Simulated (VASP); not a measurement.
GaP (zinc blende): the LDA gap over mesh and path against the volume, with the cell scaled uniformly; LDA's own equilibrium is at 19.574 Å³/atom. VASP (PAW), 400 eV cut-off, 10×10×10 Γ-centred mesh, Gaussian smearing of 0.050 eV, potentials Ga_d P.  Fit the value as a straight line in ln V.

| V (Å³/atom) | LDA gap over mesh and path (eV) |
|---|---|
| 17.225 | 1.111 |
| 17.813 | 1.190 |
| 18.4 | 1.261 |
| 18.987 | 1.325 |
| 19.574 | 1.383 |
| 20.162 | 1.435 |

Task: Fit the rows as the text says and predict the value at 20.749.

Result: The slope against ln V is 2.06 eV, the volume deformation potential of this gap. The line misses the rows by up to 0.008 and gives 1.502 at 20.749. The run gave 1.434, -0.068 from the line, so the form doesn't hold that far.

Left out are failed runs and those whose mesh is unfit for this quantity.

The compound is GaP in the zinc blende structure.
